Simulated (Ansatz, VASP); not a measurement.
# Pb2SO in two plane-wave programs, part 2 of 2

One calculation is typed for both programs; each brings its own data sets and cutoff. How far apart do they land? The cell is invented: As first built, before any earlier steps moved the atoms (in the runner's words): it takes the PbS structure with some of its atoms replaced by other elements, volume scaled by an estimate. It may not be a known or stable phase. The cell is taken from a series of VASP runs on this material, whose earlier steps may have relaxed, scaled or displaced it; both programs get it as it stands.

VASP 6.6.1 and Ansatz 0.2.0.

So far. Step 3 (VASP: band structure, RPBE): The run ends at a pressure of -0.02 GPa, with forces up to 0.0022 eV/Å.

### Step 5. VASP: band structure, r2SCAN

Level of this step: r2SCAN; plane waves and PAW (Pb_d, S, O); invented cell (VASP).

The same path points are solved in both programs, so levels can be compared one by one.

INCAR

```
SYSTEM = Pb2SO
PREC = Accurate
ENCUT = 520
EDIFF = 1E-06
NELM = 100
ISMEAR = 0
SIGMA = 0.05
LREAL = .FALSE.
ALGO = Normal
METAGGA = R2SCAN
LASPH = .TRUE.
NBANDS = 34
LORBIT = 11
LWAVE = .FALSE.
LCHARG = .FALSE.
KPAR = 2
```

POSCAR

```
Pb2SO
1.0
    3.8618406376      0.0000000009      0.0000000000
   -1.9309208178      3.3444527311      0.0000000000
    0.0000000000      0.0000000000      7.1930232245
Pb S O
2 1 1
Direct
    0.0000000000      0.0000000000      0.2752431486
    0.0000000000      0.0000000000      0.7247568514
    0.6666666700      0.3333333300      0.0000000000
    0.6666666700      0.3333333300      0.5000000000
```

KPOINTS

```
Automatic mesh
0
Gamma
6 6 3
0 0 0
```

KPOINTS_OPT

```
Line mode
16
Line-mode
Reciprocal
  0.00000000   0.00000000   0.00000000 GAMMA
  0.50000000   0.00000000   0.00000000 M

  0.50000000   0.00000000   0.00000000 M
  0.33333333   0.33333333   0.00000000 K

  0.33333333   0.33333333   0.00000000 K
  0.00000000   0.00000000   0.00000000 GAMMA

  0.00000000   0.00000000   0.00000000 GAMMA
  0.00000000   0.00000000   0.50000000 A

  0.00000000   0.00000000   0.50000000 A
  0.50000000   0.00000000   0.50000000 L

  0.50000000   0.00000000   0.50000000 L
  0.33333333   0.33333333   0.50000000 H

  0.33333333   0.33333333   0.50000000 H
  0.00000000   0.00000000   0.50000000 A

  0.50000000   0.00000000   0.50000000 L
  0.50000000   0.00000000   0.00000000 M

  0.33333333   0.33333333   0.00000000 K
  0.33333333   0.33333333   0.50000000 H
```

The projector-augmented-wave data sets are Pb_d, S and O (PBE family, release 64).

On the command line:

```sh
$ mpirun -np 2 vasp_std
```

Numbers of over 12 decimals in the logs are rounded to 6 here.

What it wrote:

```text
[banner, memory and clock lines left out]
running    2 mpi-ranks, on    1 nodes
[...]
[... a notice as in an earlier step ...]

 LDA part: xc-table for (None), standard interpolation
 POSCAR, INCAR and KPOINTS ok, starting setup
[...]
entering main loop
       N       E                     dE             d eps       ncg     rms          rms(c)
DAV:   1     0.345132091678E+03    0.34513E+03   -0.19020E+04   952   0.135E+03
DAV:   2    -0.842415507294E+02   -0.42937E+03   -0.40567E+03   952   0.382E+02
DAV:   3    -0.139644396486E+03   -0.55403E+02   -0.53501E+02  1192   0.153E+02
DAV:   4    -0.142494457036E+03   -0.28501E+01   -0.28406E+01  1184   0.352E+01
[...]
DAV:  14    -0.129076896159E+03    0.25949E-05   -0.40289E-05  1286   0.434E-02    0.608E-03
DAV:  15    -0.129076895057E+03    0.11018E-05   -0.47141E-06   892   0.119E-02    0.171E-03
DAV:  16    -0.129076895017E+03    0.39339E-07   -0.36112E-07   528   0.398E-03
   1 F= -.12907690E+03 E0= -.12907676E+03  d E =-.277572E-03
 Start KPOINTS_OPT (optional k-point list driver)
k-point batch [1-14\144]
       N       E                     dE             ncg
DAV:   1     0.322462822492E+04   -0.43943E+04      952
DAV:   2    -0.274780358448E+04   -0.59724E+04      968
DAV:   3    -0.350558263326E+04   -0.75778E+03     1154
DAV:   4    -0.354502908135E+04   -0.39446E+02     1152
DAV:   5    -0.354654028924E+04   -0.15112E+01     1262
DAV:   6    -0.354661408009E+04   -0.73791E-01     1334
DAV:   7    -0.354661587240E+04   -0.17923E-02     1320
DAV:   8    -0.354661588834E+04   -0.15936E-04     1280
DAV:   9    -0.354661588854E+04   -0.19940E-06      826
[...]
k-point batch [141-144\144]
       N       E                     dE             ncg
DAV:   1     0.148296966326E+05   -0.48262E+04      272
DAV:   2     0.131133511048E+05   -0.17163E+04      272
DAV:   3     0.129026683498E+05   -0.21068E+03      312
DAV:   4     0.128925661885E+05   -0.10102E+02      344
DAV:   5     0.128921394284E+05   -0.42676E+00      416
DAV:   6     0.128921317573E+05   -0.76711E-02      334
DAV:   7     0.128921312185E+05   -0.53886E-03      432
DAV:   8     0.128921312155E+05   -0.29323E-05      322
DAV:   9     0.128921312155E+05   -0.67910E-07      240
```

OUTCAR, selected parts (step 5):

```text
  Total       -2.0701009     -2.0701017     -2.3863209      0.0000003      0.0000000      0.0000000
  in kB      -35.7002473    -35.7002609    -41.1536690      0.0000053      0.0000000      0.0000000
  external PRESSURE =     -37.5180591 kB  Pullay stress =       0.0000000 kB

 POSITION                                       TOTAL-FORCE (eV/Angst)
 -----------------------------------------------------------------------------------
      0.00000      0.00000      1.97983        -0.000000      0.000000      0.126061
      0.00000      0.00000      5.21319        -0.000000      0.000000     -0.126061
      1.93092      1.11482      0.00000        -0.000000      0.000000      0.000000
      1.93092      1.11482      3.59651         0.000000     -0.000000      0.000000
 -----------------------------------------------------------------------------------
    total drift:                               -0.000025      0.000030      0.000000

  FREE ENERGIE OF THE ION-ELECTRON SYSTEM (eV)
  ---------------------------------------------------
  free  energy   TOTEN  =      -129.0768950175 eV

  energy  without entropy=     -129.0766174452  energy(sigma->0) =     -129.07675623

[... 2 parts as in an earlier step ...]

[... 1 further part left out ...]
[key lines of the parts left out:]
E-fermi :   5.4118
```

At this level the cell is under a tension of 3.8 GPa, so at these settings it is away from equilibrium.

### Step 6. Ansatz: band structure, r2SCAN

The same cell, functional, mesh and smearing now go to Ansatz, which takes its cutoff from its data sets.

The cell is taken from a series of VASP runs on this material, whose earlier steps may have relaxed, scaled or displaced it; both programs get it as it stands.

input.yaml

```yaml
crystal:
  lattice:
    - [3.8618406376, 9.0e-10, 0.0]
    - [-1.9309208178, 3.3444527311, 0.0]
    - [0.0, 0.0, 7.1930232245]
  atoms:
    - { symbol: Pb, position: [0.0, 0.0, 0.2752431486] }
    - { symbol: Pb, position: [0.0, 0.0, 0.7247568514] }
    - { symbol: S, position: [0.66666667, 0.33333333, 0.0] }
    - { symbol: O, position: [0.66666667, 0.33333333, 0.5] }
hamiltonian:
  xc: r2scan
  pseudopotentials: { kind: paw }
kpoints:
  mp_grid: { grid: [6, 6, 3] }
  band_path:
    path:
      - [0.0, 0.0, 0.0]
      - [0.13333, 0.0, 0.0]
      - [0.3, 0.0, 0.0]
      - [0.46667, 0.0, 0.0]
      - [0.46667, 0.06667, 0.0]
      - [0.41111, 0.17778, 0.0]
      - [0.35556, 0.28889, 0.0]
      - [0.33333, 0.33333, 0.0]
      - [0.28889, 0.28889, 0.0]
      - [0.17778, 0.17778, 0.0]
      - [0.06667, 0.06667, 0.0]
      - [0.0, 0.0, 0.03333]
      - [0.0, 0.0, 0.2]
      - [0.0, 0.0, 0.36667]
      - [0.0, 0.0, 0.5]
      - [0.16667, 0.0, 0.5]
      - [0.3, 0.0, 0.5]
      - [0.46667, 0.0, 0.5]
      - [0.46667, 0.06667, 0.5]
      - [0.41111, 0.17778, 0.5]
      - [0.35556, 0.28889, 0.5]
      - [0.28889, 0.28889, 0.5]
      - [0.17778, 0.17778, 0.5]
      - [0.06667, 0.06667, 0.5]
      - [0.5, 0.0, 0.46667]
      - [0.5, 0.0, 0.3]
      - [0.5, 0.0, 0.13333]
      - [0.33333, 0.33333, 0.0]
      - [0.33333, 0.33333, 0.16667]
      - [0.33333, 0.33333, 0.33333]
      - [0.33333, 0.33333, 0.5]
    npoints: 1
scf:
  occupations: { method: gaussian, width: 0.05 }
  n_extra_bands: 8
output:
  forces: true
  stress: true
  eigenvalues: true
```

On the command line:

```sh
$ ansatz run input.yaml --threads 2 --pin off --max-ram 4608MiB --backend cpu --events-out ev --progress --plain --runs-dir out
```

What it wrote:

```text
[...]
Crystal: 4 atoms, lattice volume = 92.903 Å³
Basis set: ecut = 500 eV, 2313 PW (Γ), exchange–correlation on 120×120×216 points (64 copies of the dense FFT grid, shifted against one another)
Bands: 28, of which v1, the nominal top of the filled ones, is band 20 counted from 1 (19 counted from 0)
Symmetry: 12 space group operations
[...]
k-point 0: bands = [... 16 lower, 6.3055, 7.1396, 7.1396, 8.3089, 9.2782, 12.9948, 12.9948, 13.8546, ... 4 higher]
  k-point 1: bands = [... 16 lower, 6.3430, 7.0979, 7.0979, 7.1880, 11.1186, 13.1459, 13.1459, 13.5022, ... 4 higher]
  k-point 2: bands = [... 16 lower, 6.1501, 6.4068, 6.9797, 7.5265, 10.3883, 11.5807, 12.6211, 13.1121, ... 4 higher]
  k-point 13: bands = [... 16 lower, 5.1723, 5.5605, 5.9352, 7.4453, 9.2774, 10.9183, 11.3997, 11.6513, ... 4 higher]
[key lines of the parts left out:]
SCF converged after 8 iterations
Free energy (F): -25316.001566 eV
Fermi energy:    8.351216 eV
P = ⅓ Tr σ = -3.7830 GPa (-37.830 kbar)
```

Wall time 16 s (2 threads of Arm Neoverse N1, shared host); peak memory 0.51 GiB.

### Step 7. Differences

What differs besides the data sets and the points named for the pairs above, as far as they apply: VASP keeps PBE cores, Ansatz makes them for the functional; the cutoff is 500 eV in Ansatz and 520 eV in VASP. Total energies have different zeros and are not compared.

The two programs side by side:

```
                     quantity  Ansatz   VASP  difference
               pressure (GPa)   -3.78  -3.75       -0.03
gap over the path points (eV)   0.098  0.098       0.000
```

Forces (eV/Å; atoms numbered as in POSCAR):

```csv
atom,"Ansatz x, y, z","VASP x, y, z"
Pb1,"0.000, 0.000, 0.135","0.000, 0.000, 0.126"
Pb2,"0.000, 0.000, -0.135","0.000, 0.000, -0.126"
S3,"0.000, 0.000, 0.000","0.000, 0.000, 0.000"
O4,"0.000, 0.000, 0.000","0.000, 0.000, 0.000"
```

Levels at points of the path, from each program's valence-band top (eV; 4 filled, then empty):

```
k (reciprocal lattice)                                  Ansatz                                    VASP
     0.000 0.000 0.000   -2.00 -1.17 -1.17 0.00 0.97 4.69 4.69   -2.00 -1.16 -1.16 0.00 0.97 4.69 4.69
     0.133 0.000 0.000  -2.13 -1.88 -1.28 -0.50 1.80 3.62 4.63  -2.12 -1.87 -1.27 -0.51 1.81 3.62 4.63
     0.300 0.000 0.000  -2.32 -1.89 -1.84 -1.51 1.97 3.06 3.37  -2.32 -1.89 -1.83 -1.50 1.98 3.07 3.37
     0.467 0.000 0.000  -2.78 -1.94 -1.62 -1.56 1.47 2.94 3.22  -2.78 -1.94 -1.61 -1.55 1.48 2.94 3.23
     0.467 0.067 0.000  -3.08 -1.78 -1.57 -1.54 1.48 2.20 3.35  -3.07 -1.77 -1.57 -1.54 1.49 2.20 3.36
     0.411 0.178 0.000  -3.79 -2.13 -1.50 -0.78 0.89 1.61 3.93  -3.79 -2.12 -1.49 -0.78 0.89 1.62 3.94
     0.356 0.289 0.000  -4.05 -2.42 -1.45 -0.25 0.16 1.85 3.15  -4.05 -2.42 -1.45 -0.25 0.16 1.85 3.15
     0.333 0.333 0.000  -4.06 -2.45 -1.45 -0.20 0.10 1.89 3.04  -4.05 -2.45 -1.44 -0.20 0.10 1.89 3.04
     0.289 0.289 0.000  -4.00 -2.36 -1.48 -0.38 0.33 1.82 3.37  -3.99 -2.35 -1.47 -0.38 0.33 1.82 3.37
     0.178 0.178 0.000  -2.30 -1.81 -1.77 -1.42 2.22 2.22 3.25  -2.30 -1.81 -1.76 -1.41 2.22 2.22 3.25
```

The forces differ by 3.7 meV/Å r.m.s., which is 7.3 % of the r.m.s. force of 0.05 eV/Å (both taken over all components). Among the levels compared at these points, filled levels agree within 8 meV and empty ones within 7 meV. Ansatz's pressure holds a Pulay correction of 0.02 GPa; VASP's holds none.

### Step 8. Summary of results

- r.m.s. difference of levels near the Fermi level (band structure, RPBE): 3.4 meV
- difference in gap over the path points (band structure, r2SCAN): -3.0e-4 eV

The r.m.s. difference of levels near the Fermi level is 3.4 meV (band structure, RPBE), within the 80 meV picked in this series as the mark of a large difference. Such differences can come from data sets, numerical settings and the points named under the comparisons, not from the functional's error against experiment.

[Lines on the potential files, build, host, timing and source positions are cut from VASP's logs without a mark.]

[Logs are printed without paths, hosts, clocks, repeated set-up lines and the standing remarks that a program may print on its own settings, such as how far it seeks lower states.]

[Hosts, paths, dates, database ids (printed as entryN), source tags and the programs' standing remarks are cut or masked in the printed files.]
